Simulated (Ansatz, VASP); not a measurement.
# Co (Co strained to the junction's net): VASP beside Ansatz

One calculation is typed for both programs; each brings its own data sets. How far apart do they land? The structure shown is the end of the Ansatz relaxation below.

Program: Ansatz 0.2.0. Level of theory: plane waves, with VASP 6.6.1 beside it; single point at PBE with D3(BJ). Results are calculated unless marked as measured.

## 1. Starting point

The structure is hexagonal, space group P6_3/mmc (No. 194). Conventional cell: a = 2.460 Å, b = 2.460 Å, c = 4.005 Å, α = 90.00°, β = 90.00°, γ = 120.00°. Co has 12 Co at 2.46 Å nearest.

Structure file:

```cif
data_structure
_symmetry_space_group_name_H-M 'P6_3/mmc'
_symmetry_Int_Tables_number 194
_cell_length_a 2.4600
_cell_length_b 2.4600
_cell_length_c 4.0052
_cell_angle_alpha 90.000
_cell_angle_beta 90.000
_cell_angle_gamma 120.000
_cell_volume 20.99
loop_
_atom_site_label
_atom_site_type_symbol
_atom_site_symmetry_multiplicity
_atom_site_Wyckoff_symbol
_atom_site_fract_x
_atom_site_fract_y
_atom_site_fract_z
_atom_site_occupancy
Co1 Co 2 d 0.33333 0.66667 0.75000 1
```

## 2. Ansatz: relaxation, PBE with D3(BJ)

Ansatz runs on its default PAW (the set named soft_2) files.

This run makes the geometry at which the two programs are then compared.

File input.yaml:

```yaml
crystal:
  lattice:
    - [2.46, 0.0, 0.0]
    - [-1.23, 2.1304224933, 0.0]
    - [0.0, 0.0, 4.0639879518]
  atoms:
    - { symbol: Co, position: [0.0, 0.0, 0.0], spin: 1.7 }
    - { symbol: Co, position: [0.3333333333, 0.6666666667, 0.5], spin: 1.7 }
magnetization:
  spin_polarized: true
kpoints:
  mp_grid: { grid: [18, 18, 8] }
scf:
  occupations: { method: fermi_dirac, width: 0.1 }
  max_iter: 150
hamiltonian:
  xc: pbe
  dispersion: d3bj
relax:
  f_tol: 0.01
  max_steps: 40
  cell: { fix: [a, b, angles] }
```

Launch:

```console
ansatz run input.yaml --threads 4 --pin off --max-ram 10240MiB --backend cpu --events-out ev --progress --plain --runs-dir out
```

Numbers of over 12 decimals in the logs are rounded to 6 here.

What it wrote:

```text
Engine: ansatz 0.2.0, aarch64-unknown-linux-gnu
Pseudopotentials: kind: paw
Pseudopotential: Co, paw, valence charge 17, recommended cutoff 420 eV (normal), Co.paw.azcp
Functional definition: PBE
  parameter kappa = 0.804
  parameter beta = 0.066725
  exchange = pbe_x(kappa = kappa, mu = beta*pi^2/3)
  correlation = pbe_c(beta = beta)
Crystal: 2 atoms, lattice volume = 21.299 Å³
Basis set: ecut = 420 eV, 391 PW (Γ), exchange–correlation on 36×36×60 points (8 copies of the dense FFT grid, shifted against one another)
Bands: 23, of which v1, the nominal top of the filled ones, is band 17 counted from 1 (16 counted from 0)
Symmetry: 24 space group operations
Space group: P63/mmc (ITA 194), of the structure as read, at distance tolerance 2.8e-5 Å
Magnetic group: BNS 194.263 (UNI 1493), of the structure as read, at distance tolerance 2.8e-5 Å
k-points: 185 of 2592
Non-local potential: Co, projectors of the file, l = 0: 3, l = 1: 2, l = 2: 3, l = 3: 1
PAW form: soft (Blöchl's): semilocal exchange-correlation on the pseudo side does not see the compensation charge
PAW one-centre angular grid: Co, 590 points (default); XC on 64 Gauss nodes
Initial density: superposition of atomic densities (chi_scale 0.1, normalization cell)
Starting moments: Σ|m| = 3.4 μB on 2 of 2 sites
Initial wavefunctions: pseudopotential atomic-orbital guess
Functional: x = pbe(κ = 0.804, μ = 0.219515), c = pbe(β = 0.066725)
SCF iter   1: F=—  HF=-10252.531084 eV  |F-HF|=—  |Δ(HF+E_count)|=         —  Δρ=1.04e-1 (↑3.93e-2 ↓1.04e-1)  dr2=2.49e0  dr2_m=2.11e-1  M=3.240 μB ∫|m|=3.366 μB  β_m=0.30  ethr=3.10e-3  ⟨swp⟩=4.7  Hψ=31109  notcnv=0
Mixer restart at iter 1: flushing history
preconditioner: auto → none  [metal: Δε(μ)=0.004 eV  Ē_g=9.264 eV  σ=0.100 eV  W_gap=0.01  n_scr=8 (ndim 8)  ℏωp=34.1 eV  f_vac=0.000  D(μ)=2.09/eV (n_scr^D=22)  sad-step TF]
SCF iter   2: F=—  HF=-10251.757303 eV  |F-HF|=—  |Δ(HF+E_count)|=   7.74e-1  Δρ=4.57e-2 (↑2.01e-2 ↓4.57e-2)  dr2=1.63e-1  dr2_m=1.95e-1  M=3.285 μB ∫|m|=3.452 μB  β_m=0.37  ethr=3.10e-3  ⟨swp⟩=2.6  Hψ=16220  notcnv=0  defer=42
SCF iter   3: F=—  HF=-10252.420381 eV  |F-HF|=—  |Δ(HF+E_count)|=         —  Δρ=3.04e-2 (↑3.04e-2 ↓1.86e-2)  dr2=1.35e-2  dr2_m=1.14e-1  M=3.320 μB ∫|m|=3.543 μB  β_m=0.37  ethr=4.80e-4  ⟨swp⟩=2.1  Hψ=11152  notcnv=0  defer=42
Mixer restart at iter 3: flushing history
SCF iter   4: F=—  HF=-10252.776275 eV  |F-HF|=—  |Δ(HF+E_count)|=   3.56e-1  Δρ=1.92e-2 (↑1.92e-2 ↓9.21e-3)  dr2=1.07e-2  dr2_m=3.88e-2  M=3.282 μB ∫|m|=3.530 μB  β_m=0.63  ethr=3.97e-5  ⟨swp⟩=2.5  Hψ=16621  notcnv=0  defer=42
SCF iter   5: F=—  HF=-10253.148161 eV  |F-HF|=—  |Δ(HF+E_count)|=   3.72e-1  Δρ=3.18e-3 (↑3.18e-3 ↓2.66e-3)  dr2=4.91e-3  dr2_m=2.91e-4  M=3.215 μB ∫|m|=3.515 μB  β_m=0.82  ethr=3.14e-5  ⟨swp⟩=2.0  Hψ=17399  notcnv=0  defer=42
SCF iter   6: F=—  HF=-10253.172969 eV  |F-HF|=—  |Δ(HF+E_count)|=   2.48e-2  Δρ=2.55e-3 (↑2.55e-3 ↓1.61e-3)  dr2=1.87e-3  dr2_m=4.86e-5  M=3.196 μB ∫|m|=3.511 μB  β_m=0.57  ethr=1.44e-5  ⟨swp⟩=2.0  Hψ=17676  notcnv=0  defer=43
SCF iter   7: F=—  HF=-10253.172139 eV  |F-HF|=—  |Δ(HF+E_count)|=   8.30e-4  Δρ=6.22e-4 (↑2.74e-4 ↓6.22e-4)  dr2=8.76e-5  dr2_m=1.46e-5  M=3.197 μB ∫|m|=3.511 μB  β_m=0.53  ethr=5.50e-6  ⟨swp⟩=2.3  Hψ=13380  notcnv=0  defer=42
SCF iter   8: F=—  HF=-10253.172262 eV  |F-HF|=—  |Δ(HF+E_count)|=   1.23e-4  Δρ=4.39e-4 (↑2.66e-4 ↓4.39e-4)  dr2=5.87e-5  dr2_m=3.71e-6  M=3.197 μB ∫|m|=3.511 μB  β_m=0.77  ethr=2.58e-7  ⟨swp⟩=1.0  Hψ=8585  notcnv=0  defer=42
SCF iter   9: F=—  HF=-10253.172350 eV  |F-HF|=—  |Δ(HF+E_count)|=   8.79e-5  Δρ=4.07e-5 (↑1.93e-5 ↓4.07e-5)  dr2=4.11e-7  dr2_m=5.85e-8  M=3.195 μB ∫|m|=3.511 μB  β_m=0.82  ethr=1.73e-7  ⟨swp⟩=2.1  Hψ=12079  notcnv=0  defer=42
SCF iter  10: F=—  HF=-10253.172351 eV  |F-HF|=—  |Δ(HF+E_count)|=   1.46e-6  Δρ=4.17e-6 (↑4.17e-6 ↓3.89e-6)  dr2=3.05e-9  dr2_m=1.47e-9  M=3.195 μB ∫|m|=3.510 μB  β_m=0.91  ethr=1.21e-9  ⟨swp⟩=2.0  Hψ=14804  notcnv=0  defer=42
SCF iter  11: F=-10253.172351 eV  HF=-10253.172351 eV  |F-HF|=1.51e-10  |Δ(HF+E_count)|=   8.67e-9  Δρ=1.25e-6 (↑1.03e-6 ↓1.25e-6)  dr2=2.91e-10  dr2_m=5.78e-12  M=3.195 μB ∫|m|=3.510 μB  ethr=8.96e-12  ⟨swp⟩=1.7  Hψ=23531  notcnv=0
SCF 1 converged in 11 iterations: F = -10253.172351 eV  dr2 = 2.91e-10
  greatest PAW one-centre occupation: 1.001 electrons in one spin orbital (limit 2), on the Co atom at site 1 (counted from 0), in its partial waves of l = 1
relax step   1: F+E_penalty+E_count = -10253.17235099 eV  Δ(F+E_penalty+E_count) = +0.000e0 eV  max|allowed force component| = 3.469e-17 eV/Å  Δτ_max = 0.0000 Å  P = -1.944 GPa  Ω = 21.299 Å³  fix = [a, b, alpha, beta, gamma]  reactions: a +0.150, b +0.150 GPa  (11 SCF iters, dr2 threshold 1.00e-7 eV, accepted)
[...]
relax step   3: F+E_penalty+E_count = -10253.17870130 eV  Δ(F+E_penalty+E_count) = -1.924e-3 eV  max|allowed force component| = 3.701e-17 eV/Å  Δτ_max = 0.0000 Å  P = +1.350 GPa  Ω = 20.982 Å³  energy of the carried Pulay correction = +3.669e-4 eV  fix = [a, b, alpha, beta, gamma]  reactions: a +1.931, b +1.931 GPa  (6 SCF iters, dr2 threshold 2.00e-7 eV, accepted)
[...]
relax step   4: F+E_penalty+E_count = -10253.17869650 eV  Δ(F+E_penalty+E_count) = +4.795e-6 eV  max|allowed force component| = 1.850e-17 eV/Å  Δτ_max = 0.0000 Å  P = +1.255 GPa  Ω = 20.991 Å³  energy of the carried Pulay correction = +3.566e-4 eV  fix = [a, b, alpha, beta, gamma]  reactions: a +1.880, b +1.880 GPa  (5 SCF iters, dr2 threshold 8.86e-8 eV, accepted)
[...]
relax step   5: F+E_penalty+E_count = -10253.17837724 eV  Δ(F+E_penalty+E_count) = +3.193e-4 eV  max|allowed force component| = 1.041e-17 eV/Å  Δτ_max = 0.0000 Å  P = +1.240 GPa  Ω = 20.991 Å³  fix = [a, b, alpha, beta, gamma]  reactions: a +1.872, b +1.872 GPa  stress off target by 2.24e-2 GPa on what of the cell is left free  SCF on the basis re-selected at this cell (its energy is not comparable with the rows above)  (9 SCF iters)
basis re-selected at this cell: Δ(F+E_penalty+E_count) = +3.193e-4 eV, ΔP = -0.015 GPa vs the last step (what re-selecting the basis moved, of the pressure what is left beyond the Pulay correction that the steps carried, after the strain that the cell walked since its last selection, with what the two solves' SCF thresholds leave and, on support functions, any second-order correction that the steps lacked; it is no measure of the basis error at this ecutwfc). The dense FFT grid was sized anew with the basis: this SCF ran on 18×18×27 points, the steps before it on 18×18×30, so part of this shift can come from that change (see relax.cell in the input reference). [rest of the remark cut]
SCF converged after 9 iterations
Magnetization: 3.1641 μB (18.5820 up, 15.4180 down)
Absolute magnetization: 3.4752 μB (∫|ρ↑−ρ↓|, with the PAW one-centre terms)
Spin contamination: 0.0519 ħ² per cell (⟨S²⟩ above its minimum at these occupations)
Per-site moments (μB) at R_I (Å): [(1.653484, 1.012742), (1.653484, 1.012742)]
Free energy (F): -10253.178377 eV
Harris-Foulkes:  -10253.178377 eV  (|F-HF|=3.64e-12)
Internal energy: -10253.120182 eV  (E = F + TS)
E sigma→0 (E₀):  -10253.149280 eV
Entropy (-TS):   -0.058195 eV (-29.097 meV/atom)
Fermi energy:    19.456010 eV
--- Per-component energies (eV) ---
  E_band       = -463.521196
  E_kinetic    = 909.463576
  E_local      = -5569.777002  (includes V_loc(G=0)·N_el)
  E_nonlocal   = 908.109472
  E_hartree    = 2338.811135
  E_xc         = -318.800124
  E_vxc        = -411.452350  (∫ρ·V_xc dr)
  E_paw        = -3030.498793  (= ΣΔE_a)
  E_vpaw       = -977.487296  (= ΣTr[D̂ρ^β])
  E_aug_tail   = 0.000171  (compensation charges beyond the density's cutoff)
  E_ewald      = -5489.565520
  E_disp       = -0.863097  (pairwise vdW)
  E_smearing   = -0.058195  (= −TS)
  E_closure    = -0.000000  (closes the sum)
  Σ components = -10253.178377   (vs F -10253.178377, Δ=0.00e0)
--- Forces (eV/Å), atoms counted from 1 ---
  atom   1  Co     0.00000000    -0.00000000     0.00000000
  atom   2  Co     0.00000000     0.00000000    -0.00000000
  max |Σ_I F_I| component: 0.00e0 eV/Å
--- Stress (GPa, compression-positive) ---
        1.871786       0.000000      -0.000000
        0.000000       1.871786      -0.000000
       -0.000000      -0.000000      -0.022395
  P = ⅓ Tr σ = 1.2404 GPa (12.404 kbar)
--- Relaxed structure (4 steps of the walk, 4 accepted, 1 SCFs on fresh bases) ---
  F+E_penalty+E_count = -10253.17837724 eV   max|allowed force component| = 1.041e-17 eV/Å   (the final SCF, on the basis selected at the relaxed cell)
  cell:  # Å, volume = 20.9908 Å³
    - [2.460000, 0, 0.0]
    - [-1.230000, 2.130422, 0.0]
    - [0.0, 0.0, 4.005235]
  atoms:
    - { symbol: Co, position: [9.251858539620035e-18, -5.088522196306339e-17, 0.0] }
    - { symbol: Co, position: [0.333333, 0.666667, 0.500000] }
```

The column dr2 measures how far the density is from self-consistency, as an energy; F and HF (Harris–Foulkes) agree once it is small.

## 3. VASP: single point, PBE with D3(BJ)

The same cell, functional, mesh and smearing now go to VASP, with its own data sets.

Lines of VASP's logs that name or quote its potential files are left out, and so is its time.

File INCAR:

```
SYSTEM = Co
PREC = Accurate
ENCUT = 600
EDIFF = 1E-06
NELM = 200
ISMEAR = -1
SIGMA = 0.1
LREAL = .FALSE.
ALGO = Normal
GGA = PE
IVDW = 12
NBANDS = 18
ISPIN = 2
MAGMOM = 1.65 1.65
LASPH = .TRUE.
LMAXMIX = 4
LORBIT = 11
LWAVE = .FALSE.
LCHARG = .FALSE.
ISIF = 2
GGA_COMPAT = .FALSE.
```

File POSCAR:

```
Co
1.0
    2.4600000000      0.0000000000      0.0000000000
   -1.2300000000      2.1304224933      0.0000000000
    0.0000000000      0.0000000000      4.0052349410
Co
2
Direct
    0.0000000000      0.0000000000      0.0000000000
    0.3333333333      0.6666666667      0.5000000000
```

File KPOINTS:

```
Automatic mesh
0
Gamma
18 18 8
0 0 0
```

The projector-augmented-wave data sets are Co (PBE family, release 64).

Launch:

```console
mpirun -np 1 vasp_std
```

What it wrote:

```text
[banner, memory and clock lines left out]
running    1 mpi-ranks, on    1 nodes
 distrk:  each k-point on    1 cores,    1 groups
 distr:  one band on    1 cores,    1 groups

 POSCAR found type information on POSCAR Co
 POSCAR found :  1 types and       2 ions
 LDA part: xc-table for (Slater+PW92), standard interpolation
 POSCAR, INCAR and KPOINTS ok, starting setup
 FFT: planning ... GRIDC
 FFT: planning ... GRID_SOFT
 FFT: planning ... GRID
 WAVECAR not read
 entering main loop
       N       E                     dE             d eps       ncg     rms          rms(c)
DAV:   1     0.909852907058E+02    0.90985E+02   -0.84683E+03 13856   0.145E+03
DAV:   2    -0.121125173919E+02   -0.10310E+03   -0.93862E+02 13370   0.244E+02
DAV:   3    -0.161470781220E+02   -0.40346E+01   -0.38811E+01 14684   0.621E+01
DAV:   4    -0.162165685584E+02   -0.69490E-01   -0.69428E-01 17108   0.678E+00
DAV:   5    -0.162181810949E+02   -0.16125E-02   -0.16124E-02 15296   0.926E-01    0.152E+01
DAV:   6    -0.144611911583E+02    0.17570E+01   -0.86494E+00 14182   0.620E+01    0.707E+00
DAV:   7    -0.141170070700E+02    0.34418E+00   -0.12915E+00 15510   0.222E+01    0.385E+00
DAV:   8    -0.141001848896E+02    0.16822E-01   -0.18681E-02 17382   0.148E+00    0.197E+00
DAV:   9    -0.140847634924E+02    0.15421E-01   -0.33495E-03 20908   0.100E+00    0.644E-01
DAV:  10    -0.140855436215E+02   -0.78013E-03   -0.60557E-04 18924   0.358E-01    0.322E-01
DAV:  11    -0.140856259776E+02   -0.82356E-04   -0.24223E-04 18596   0.254E-01    0.308E-02
DAV:  12    -0.140856251220E+02    0.85551E-06   -0.18373E-05 14138   0.351E-02    0.148E-02
DAV:  13    -0.140856247976E+02    0.32448E-06   -0.19029E-06 11914   0.193E-02
   1 F= -.14948506E+02 E0= -.14918981E+02  d E =-.590507E-01  mag=     3.1521
```

OUTCAR, selected parts (step 3):

```text
ion  position               nearest neighbor table
   1  0.000  0.000  0.000-   2 2.46   2 2.46   2 2.46   2 2.46   2 2.46   2 2.46
   2  0.333  0.667  0.500-   1 2.46   1 2.46   1 2.46   1 2.46   1 2.46   1 2.46

  LATTYP: Found a hexagonal cell.
 ALAT       =     2.4600000000
 C/A-ratio  =     1.6281442850

 Subroutine GETGRP returns: Found 24 space group operations
 (whereof 12 operations were pure point group operations)

The static configuration has the point symmetry D_3h.
 The point group associated with its full space group is D_6h.

 Found    185 irreducible k-points:

   k-points           NKPTS =    185   k-points in BZ     NKDIM =    185   number of bands    NBANDS=     18

   dimension x,y,z NGX =    20 NGY =   20 NGZ =   32
   dimension x,y,z NGXF=    40 NGYF=   40 NGZF=   64

   ENCUT  =  600.0 eV  44.10 Ry    6.64 a.u.   4.91  4.91  8.00*2*pi/ulx,y,z

   NELECT =      18.0000    total number of electrons

 k-points in reciprocal lattice and weights: Automatic mesh
   0.00000000  0.00000000  0.00000000       0.000
   0.05555556 -0.00000000  0.00000000       0.002
   0.11111111 -0.00000000  0.00000000       0.002
   0.16666667 -0.00000000  0.00000000       0.002
   0.22222222  0.00000000  0.00000000       0.002
   0.27777778  0.00000000  0.00000000       0.002
   0.33333333  0.00000000  0.00000000       0.002
   0.38888889  0.00000000  0.00000000       0.002
   0.44444444  0.00000000  0.00000000       0.002
[...]
0.33333333  0.27777778  0.50000000       0.005
   0.33333333  0.33333333  0.50000000       0.001

 average (electrostatic) potential at core
       1 -77.8341       2 -77.8341

 E-fermi :  10.7341

 spin component 1
 k-point     1 :       0.0000    0.0000    0.0000
  band No.  band energies     occupation
    ...
      8       8.8230      1.00000
      9       8.8230      1.00000
     10       9.9534      0.99959
     11       9.9534      0.99959
     12      10.5646      0.84491
     13      17.2959      0.00000
     14      33.0817      0.00000
     15      36.0431      0.00000
     16      36.0431      0.00000
     17      36.2522      0.00000
    ...

 k-point     2 :       0.0556   -0.0000    0.0000
  band No.  band energies     occupation
    ...
      7       8.4831      1.00000
      8       8.7629      1.00000
      9       8.7888      1.00000
     10       9.4035      1.00000
     11       9.9679      0.99953
     12      11.2471      0.00588
     13      17.3133      0.00000
     14      32.3444      0.00000
     15      34.2722      0.00000
     16      34.7048      0.00000
    ...

 k-point     3 :       0.1111   -0.0000    0.0000
  band No.  band energies     occupation
    ...
      7       8.4398      1.00000
      8       8.6223      1.00000
      9       8.6958      1.00000
     10       8.9342      1.00000
     11      10.0046      0.99932
     12      12.2598      0.00000
     13      17.3702      0.00000
     14      30.1205      0.00000
     15      32.9932      0.00000
     16      33.3495      0.00000
    ...

 k-point     4 :       0.1667   -0.0000    0.0000
  band No.  band energies     occupation
    ...
      7       8.5717      1.00000
      8       8.5926      1.00000
      9       8.7532      1.00000
     10       8.8404      1.00000
     11      10.0498      0.99893
     12      13.3802      0.00000
     13      17.4788      0.00000
     14      27.5231      0.00000
     15      31.3817      0.00000
     16      32.7318      0.00000
    ...

 k-point     5 :       0.2222    0.0000    0.0000
  band No.  band energies     occupation
    ...
      7       8.6097      1.00000
      8       8.8712      1.00000
      9       8.8882      1.00000
     10       9.1173      1.00000
     11      10.0923      0.99837
     12      14.5889      0.00000
     13      17.6509      0.00000
     14      24.9728      0.00000
     15      29.9148      0.00000
     16      32.0008      0.00000
    ...

 k-point     6 :       0.2778    0.0000    0.0000
  band No.  band energies     occupation
    ...
      7       8.4713      1.00000
      8       9.2412      1.00000
      9       9.2528      1.00000
     10       9.4258      1.00000
     11      10.1267      0.99770
     12      15.8755      0.00000
     13      17.8603      0.00000
     14      22.6213      0.00000
     15      28.6241      0.00000
     16      30.0731      0.00000
    ...

 Edisp (eV)   -0.86288

  Total       0.11727     0.11727    -0.14261     0.00000    -0.00000     0.00000
  in kB       8.95122     8.95122   -10.88504     0.00000    -0.00000     0.00000
  external pressure =        2.34 kB  Pullay stress =        0.00 kB

  energy-cutoff  :      600.00
  volume of cell :       20.99
      direct lattice vectors                 reciprocal lattice vectors
     2.460000000  0.000000000  0.000000000     0.406504065  0.234695231  0.000000000
    -1.230000000  2.130422493  0.000000000     0.000000000  0.469390463  0.000000000
     0.000000000  0.000000000  4.005234941     0.000000000  0.000000000  0.249673244

 POSITION                                       TOTAL-FORCE (eV/Angst)
 -----------------------------------------------------------------------------------
      0.00000      0.00000      0.00000         0.000000      0.000000      0.000000
     -0.00000      1.42028      2.00262         0.000000     -0.000000      0.000000
 -----------------------------------------------------------------------------------
    total drift:                               -0.000000      0.000000     -0.000000

  FREE ENERGIE OF THE ION-ELECTRON SYSTEM (eV)
  ---------------------------------------------------
  free  energy   TOTEN  =       -14.9485064540 eV

  energy  without entropy=      -14.8894557557  energy(sigma->0) =      -14.91898110

 total charge
# of ion       s       p       d       tot
------------------------------------------
    1        0.503   0.550   7.287   8.340
    2        0.503   0.550   7.287   8.340
--------------------------------------------------
tot          1.005   1.100  14.574  16.680

 magnetization (x)
# of ion       s       p       d       tot
------------------------------------------
    1       -0.015  -0.054   1.659   1.589
    2       -0.015  -0.054   1.659   1.589
--------------------------------------------------
tot         -0.030  -0.108   3.318   3.179

[... 6 further parts left out ...]
```

The magnetic state follows from one typed start and may not be the lowest. Dispersion corrections of this kind ignore metallic screening and tend to overbind metals.

## 4. Comparison

Known differences besides the potentials themselves: VASP starts from the moments at which Ansatz ended; the data sets hold 34 valence electrons in Ansatz (on its default PAW (the set named soft_2) files) and 18 in VASP; the cutoff is 420 eV in Ansatz and 600 eV in VASP; Ansatz's pressure holds a Pulay correction, VASP's none; site moments are counted in spheres of each program's own size. Total energies have different zeros and are not compared.

The two programs side by side:

| quantity | Ansatz | VASP | difference |
| --- | --- | --- | --- |
| pressure (GPa) | 1.24 | 0.23 | +1.01 |
| total moment (μB) | 3.16 | 3.15 | +0.01 |
| moment on Co1 (μB) | 1.65 | 1.59 | +0.06 |
| moment on Co2 (μB) | 1.65 | 1.59 | +0.06 |

## 5. What came out

- difference in pressure (single point, PBE with D3(BJ)): 1.0 GPa

**Reading.** The difference in pressure is 1.0 GPa (single point, PBE with D3(BJ)), at about the 1 GPa picked in this series as the mark of a large difference. The data sets hold unlike numbers of valence electrons (34 in Ansatz and 18 in VASP), so part of the differences comes from the potentials. What causes the difference of the single point, PBE with D3(BJ) pair stays open here. How closely two codes agree says nothing of how well the functional describes the real material.

[Lines on the potential files, build, host, timing and source positions are cut from VASP's logs without a mark.]

[Logs are printed without paths, hosts, clocks, repeated set-up lines and the standing remarks that a program may print on its own settings, such as how far it seeks lower states.]

[Hosts, paths, dates, database ids (printed as entryN), source tags and the programs' standing remarks are cut or masked in the printed files.]
